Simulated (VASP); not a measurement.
# Sn2GeO2 (P1) in VASP: relaxation of cell and atoms with PBE

Aim: the relaxation of cell and atoms of Sn2GeO2 with PBE.

Program: VASP 6.6.1. These are calculated values, not measurements. Logs are shortened: lines on timing, memory, paths and dates and some standing lists are left out, and cuts for length are marked.

**1. The structure**

The typed cell holds 10 atoms: a = 3.827 Å, b = 7.536 Å, c = 6.518 Å, α = 87.52°, β = 89.78°, γ = 89.12°.

The cell was built by a generator and needn't be a form met in nature.

**2. Relaxation of cell and atoms, PBE**

Input file INCAR:

```
PREC = Normal ; ENCUT = 520
EDIFF = 1E-5 ; ISMEAR = 0
SIGMA = 0.15 ; LREAL = Auto
LASPH = T ; NELM = 80
ALGO = Fast ; ISIF = 3
LWAVE = F ; LCHARG = F
GGA = PE ; IBRION = 2
NSW = 110 ; EDIFFG = -0.03
ISYM = 0 ; KPAR = 4
```

Input file KPOINTS:

```
regular mesh
0
Gamma
  6 3 4
```

Input file POSCAR:

```
Sn2GeO2
1.0
    3.8266027100      0.0292392300      0.0071044600
    0.0584784600      7.5344275400      0.1665614600
    0.0117445900      0.1376738800      6.5166922300
Sn Ge O
4 2 4
Direct
    0.9870524900      0.9923799300      0.8107315800
    0.9439659800      0.4817977900      0.8285609900
    0.5213797900      0.2600137100      0.4359717300
    0.4759894900      0.7377383600      0.4345364600
    0.9806900500      0.0252932200      0.2586191300
    0.0062495100      0.5106467900      0.2622519700
    0.0326309500      0.2164909000      0.6763242900
    0.9545179400      0.7354118600      0.6583646300
    0.5102883700      0.0030837700      0.6566456400
    0.4715455400      0.4936104600      0.6687880300
```

Potentials or basis: VASP PAW PBE potentials, release 64 (Sn_d, Ge_d, O).

The run is started by

```console
$ cat potpaw_PBE.64/Sn_d/POTCAR potpaw_PBE.64/Ge_d/POTCAR potpaw_PBE.64/O/POTCAR > POTCAR
$ mpirun -np 4 vasp_std > vasp.out
```

OUTCAR:

```text
PREC = Normal
   ENCUT = 520
   EDIFF = 1E-5
   ISMEAR = 0
   LREAL = Auto
   LASPH = T
   NELM = 80
   ISIF = 3
   GGA = PE
   IBRION = 2
   NSW = 110
   EDIFFG = -0.03
   ISYM = 0

 ion  position               nearest neighbor table
   1  0.987  0.992  0.811-   7 1.88   9 2.08   8 2.22   9 2.24   5 2.94   3 3.56   4 3.67   2 3.70
                             3 3.73   4 3.75
   2  0.944  0.482  0.829-  10 2.09   8 2.17  10 2.27   7 2.29   6 2.86   3 3.53   4 3.61   1 3.70
                             4 3.76
   3  0.521  0.260  0.436-   9 2.36  10 2.38   7 2.45   7 2.52   5 2.76   6 2.86   6 2.91   5 3.01
                             2 3.53   1 3.56   4 3.60   1 3.73
   4  0.476  0.738  0.435-  10 2.34   8 2.35   8 2.47   9 2.52   6 2.77   6 2.89   5 3.05   5 3.10
                             3 3.60   2 3.61   1 3.67   1 3.75   2 3.76
   5  0.981  0.025  0.259-   3 2.76   1 2.94   3 3.01   4 3.05   4 3.10
   6  0.006  0.511  0.262-   4 2.77   2 2.86   3 2.86   4 2.89   3 2.91
   7  0.033  0.216  0.676-   1 1.88   2 2.29   3 2.45   3 2.52
   8  0.955  0.735  0.658-   2 2.17   1 2.22   4 2.35   4 2.47
   9  0.510  0.003  0.657-   1 2.08   1 2.24   3 2.36   4 2.52
  10  0.472  0.494  0.669-   2 2.09   2 2.27   4 2.34   3 2.38

IMPORTANT INFORMATION: All symmetrisations will be switched off!
NOSYMM: (Re-)initialisation of all symmetry stuff for point group C_1.

----------------------------------------------------------------------------------------

                                     Primitive cell

  volume of cell :     187.7850

  direct lattice vectors                    reciprocal lattice vectors
     3.826602710  0.029239230  0.007104460     0.261344632 -0.002018957 -0.000428350
     0.058478460  7.534427540  0.166561460    -0.001009478  0.132793899 -0.002803630
     0.011744590  0.137673880  6.516692230    -0.000259115 -0.003391905  0.153524209

  length of vectors
     3.826721012  7.536495260  6.518156921     0.261352781  0.132827328  0.153561893

  position of ions in fractional coordinates (direct lattice)
     0.987052490  0.992379930  0.810731580
     0.943965980  0.481797790  0.828560990
     0.521379790  0.260013710  0.435971730
     0.475989490  0.737738360  0.434536460
     0.980690050  0.025293220  0.258619130
     0.006249510  0.510646790  0.262251970
     0.032630950  0.216490900  0.676324290
     0.954517940  0.735411860  0.658364630
     0.510288370  0.003083770  0.656645640
     0.471545540  0.493610460  0.668788030

  ion indices of the primitive-cell ions
   primitive index   ion index
                 1           1
                 2           2
                 3           3
                 4           4
                 5           5
                 6           6
                 7           7
                 8           8
                 9           9
                10          10

[... 96 lines left out ...]
   GGA     = PE    functional components
   LHFCALC =     F    Hartree Fock is set to
   AEXX    =    0.0000 exact exchange contribution
   IVDW    =     0    specifies the selected vdW correction
   LEPSILON=     F    determine dielectric tensor
   LRPA    =     F    only Hartree local field effects (RPA)
 conjugate gradient relaxation of ions
 non-spin polarized calculation
 RMM-DIIS sequential band-by-band and
 Gauss-broadening in eV      SIGMA  =   0.15
  energy-cutoff  :      520.00
  volume of cell :      187.79
 maximum number of plane-waves:      5078
   NGX = 15   NGY = 29   NGZ = 25

--------------------------------------- Ionic step        1  -------------------------------------------

 number of electron     108.0000006 magnetization

 Free energy of the ion-electron system (eV)
  ---------------------------------------------------
  ext. energy  EPLUGINS =         0.00000000
  ---------------------------------------------------
  free energy    TOTEN  =       -50.45935089 eV

  energy without entropy =      -50.42208913  energy(sigma->0) =      -50.44072001

------------------------ aborting loop because EDIFF is reached ----------------------------------------

  FORCE on cell =-STRESS in cart. coord.  units (eV):
  Direction    XX          YY          ZZ          XY          YZ          ZX
  --------------------------------------------------------------------------------------
  -------------------------------------------------------------------------------------
  Total        5.0253983      6.6188162     -1.9940822     -0.5913670     -2.9250205      0.8685851
  in kB       42.8765726     56.4715737    -17.0134595     -5.0455283    -24.9562015      7.4107462
  external PRESSURE =      27.4448956 kB  Pullay stress =       0.0000000 kB
[... 75 lines left out ...]
--------------------------------------- Ionic step        3  -------------------------------------------

 number of electron     107.9999945 magnetization

 E-fermi :   6.2743     XC(G=0):  -9.9865

 val. band max:        6.2693628923   @ k =   0.0000  -0.0000   0.5000
 cond. band min:       6.2786886073   @ k =   0.0000   0.0000   0.0000
 fundamental gap:      0.0093257150
 Fermi energy:         6.2743052595

 k-point     1 :       0.0000    0.0000    0.0000
  band No.  band energies     occupation
      1     -18.5188      2.00000
      2     -18.5067      2.00000
      3     -18.5005      2.00000
      4     -18.4935      2.00000
      5     -18.4911      2.00000
      6     -18.4819      2.00000
[... 1636 lines left out ...]
  FREE ENERGIE OF THE ION-ELECTRON SYSTEM (eV)
  ---------------------------------------------------
  free  energy   TOTEN  =       -51.2072178598 eV

  energy  without entropy=      -51.1714846508  energy(sigma->0) =      -51.18935126

[... ionic steps 4 to 28 ...]

--------------------------------------- Ionic step       29  -------------------------------------------

 number of electron     108.0000061 magnetization

------------------------ aborting loop because EDIFF is reached ----------------------------------------
[... 83 lines left out ...]
--------------------------------------- Ionic step       31  -------------------------------------------

 number of electron     108.0000063 magnetization

 Free energy of the ion-electron system (eV)
  ---------------------------------------------------
  ext. energy  EPLUGINS =         0.00000000
  ---------------------------------------------------
  free energy    TOTEN  =       -51.67806908 eV

  energy without entropy =      -51.65165941  energy(sigma->0) =      -51.66486425

 E-fermi :   6.6178     XC(G=0): -10.1690

 val. band max:        6.5896107401   @ k =   0.0000   0.3333   0.0000
 cond. band min:       6.6438554866   @ k =   0.1667  -0.0000   0.2500
 fundamental gap:      0.0542447465
 Fermi energy:         6.6177757883

 k-point     1 :       0.0000    0.0000    0.0000
  band No.  band energies     occupation
      1     -18.0017      2.00000
      2     -17.9926      2.00000
      3     -17.9894      2.00000
      4     -17.9802      2.00000
      5     -17.9624      2.00000
      6     -17.9528      2.00000
[... 1636 lines left out ...]
  FREE ENERGIE OF THE ION-ELECTRON SYSTEM (eV)
  ---------------------------------------------------
  free  energy   TOTEN  =       -51.6780690814 eV

  energy  without entropy=      -51.6516594108  energy(sigma->0) =      -51.66486425

 reached required accuracy - stopping structural energy minimisation
```

CONTCAR:

```text
Sn2GeO2
   1.00000000000000
     3.9840653098538010   -0.0012122754353938   -0.0061995229369361
    -0.0010240173767312    7.4112480969701267   -0.0039381049421542
    -0.0078982937923240   -0.0051601430553758    6.3065120654281071
  Sn              Ge              O
     4     2     4
Direct
     0.9862752697842547    0.9915225146630405    0.8202951334637500
     0.9888642963464538    0.4926892635956244    0.8205867541755179
     0.4923798471678648    0.2516161967557096    0.4379779880802386
     0.4936129079638693    0.7530931898390942    0.4286045923024478
     0.9918034266289598    0.0026221376559560    0.2487478670664073
     0.9917564147569204    0.5033267315883569    0.2493064602029867
     0.9847817205826384    0.2415886493769835    0.6622139959715695
     0.9825014452486935    0.7417475265434192    0.6619455997466982
     0.4855264907476488    0.9910107891150879    0.6794459602327804
     0.4868082907726979    0.4872497908667351    0.6816700987576022

  0.00000000E+00  0.00000000E+00  0.00000000E+00
  0.00000000E+00  0.00000000E+00  0.00000000E+00
  0.00000000E+00  0.00000000E+00  0.00000000E+00
  0.00000000E+00  0.00000000E+00  0.00000000E+00
  0.00000000E+00  0.00000000E+00  0.00000000E+00
  0.00000000E+00  0.00000000E+00  0.00000000E+00
  0.00000000E+00  0.00000000E+00  0.00000000E+00
  0.00000000E+00  0.00000000E+00  0.00000000E+00
  0.00000000E+00  0.00000000E+00  0.00000000E+00
  0.00000000E+00  0.00000000E+00  0.00000000E+00
```

Wall time 17 min (4 MPI ranks of Intel Xeon Platinum 8488C (Sapphire Rapids), shared host); peak memory 0.39 GiB.

What came out:

```yaml
Free_energy: -51.6781 eV
Relaxed_volume: 18.62 Å³/atom
Relaxed_cell: a = 3.984 Å, b = 7.411 Å, c = 6.307 Å, α = 90.08°, β = 90.16°, γ = 90.03°
Space_group_after_relaxing_to_0.05_Å: P1 (No. 1)
Energy_gained_by_relaxing: 121.9 meV/atom
Ionic_steps: 31
Pressure_after_relaxing: 0.0 GPa
Largest_force_after_relaxing: 0.030 eV/Å
Band_gap_on_the_k_mesh: none (metal or under the smearing width)
```

Forces on the atoms (eV/Å):
```
Sn   0.023 -0.003 -0.007
Sn  -0.027  0.012 -0.001
Sn  -0.015 -0.017  0.016
Sn  -0.009 -0.016  0.015
Ge  -0.011 -0.014 -0.017
Ge   0.000 -0.004  0.004
O    0.006  0.006  0.010
O    0.025  0.000 -0.004
O    0.007  0.020 -0.008
O    0.002  0.018 -0.008
```

Step by step:
```csv
step,energy change (eV),largest force (eV/Å),pressure (GPa),volume (Å³)
1,0.0000,5.2102,2.74,187.79
2,-0.6717,1.4973,-3.42,196.53
3,-0.7479,0.9125,-2.32,193.49
4,-0.9759,0.7247,0.60,187.24
5,-0.9881,0.8151,1.59,185.47
6,-1.1164,0.4401,0.35,187.19
7,-1.1350,0.4158,-0.11,188.04
8,-1.1734,0.1575,-0.12,187.99
9,-1.1805,0.1510,-0.07,187.94
10,-1.1898,0.1014,0.02,187.64
11,-1.1943,0.1446,0.04,187.38
12,-1.1933,0.3929,0.18,186.83
13,-1.1956,0.2205,0.10,187.17
14,-1.2036,0.1074,0.03,187.36
15,-1.2058,0.1259,0.02,187.47
16,-1.2062,0.1446,0.02,187.52
17,-1.2123,0.1084,-0.18,187.74
18,-1.2131,0.1088,-0.25,187.83
19,-1.2173,0.0910,0.11,186.58
20,-1.2174,0.0959,0.18,186.50
21,-1.2174,0.1201,-0.25,186.94
22,-1.2181,0.0550,-0.07,186.73
23,-1.2181,0.0624,-0.12,186.75
24,-1.2181,0.0567,-0.13,186.74
25,-1.2184,0.0735,0.01,186.33
26,-1.2185,0.0537,0.00,186.48
27,-1.2185,0.0615,0.08,186.41
28,-1.2185,0.0530,-0.03,186.45
29,-1.2185,0.0579,-0.06,186.43
30,-1.2186,0.0516,0.30,186.03
31,-1.2187,0.0295,0.04,186.21
```

Final structure:
```
CELL_PARAMETERS angstrom
3.98407 -0.00121 -0.00620
-0.00102 7.41125 -0.00394
-0.00790 -0.00516 6.30651
ATOMIC_POSITIONS crystal
Sn 0.98628 0.99152 0.82030
Sn 0.98886 0.49269 0.82059
Sn 0.49238 0.25162 0.43798
Sn 0.49361 0.75309 0.42860
Ge 0.99180 0.00262 0.24875
Ge 0.99176 0.50333 0.24931
O 0.98478 0.24159 0.66221
O 0.98250 0.74175 0.66195
O 0.48553 0.99101 0.67945
O 0.48681 0.48725 0.68167
```
